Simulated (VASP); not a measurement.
# AgPd (space group P-6m2): computed properties

Level of theory: PBEsol GGA, VASP's PBE PAW potentials (set 64) (plane waves; VASP).

```yaml
space_group: P-6m2 (187)
cell: a = 2.781 Å, b = 2.781 Å, c = 4.613 Å, α = 90.00°, β = 90.00°, γ = 120.00°
volume_per_atom: 15.44 Å³/atom
band gap (over mesh and band path): none (metal, semimetal or under 0.01 eV)
hill_bulk_modulus: 1600 kbar
hill_shear_modulus: 55.6 GPa
Poisson's ratio: 0.344
band_gap_with_spin_orbit_coupling: none (metallic)
density: 11.52 g/cm³
optical Γ-point spectrum: 81 (×2), 207 cm⁻¹
C11: 252 GPa
C12: 121 GPa
C13: 106 GPa
C33: 268 GPa
C44: 39.0 GPa
C66: 65.7 GPa
```

```xyz
2
Lattice="2.7806 0.0000 0.0000 -1.3903 2.4080 0.0000 0.0000 0.0000 4.6128" Properties=species:S:1:pos:R:3 pbc="T T T"
Ag     0.0000     0.0000     2.3064
Pd     1.3903     0.8027     0.0000
```

Finite-difference elastic constants of metals are sensitive to mesh and smearing; shear constants can be off by tens of GPa.

The structure comes from a computed database's AgPd entry (P-6m2); how it stands against other phases isn't given here. It was relaxed first. Symmetry was kept, so distortions that lower it aren't found. The electron count is odd and the run is not spin-polarised, which forces a metal.
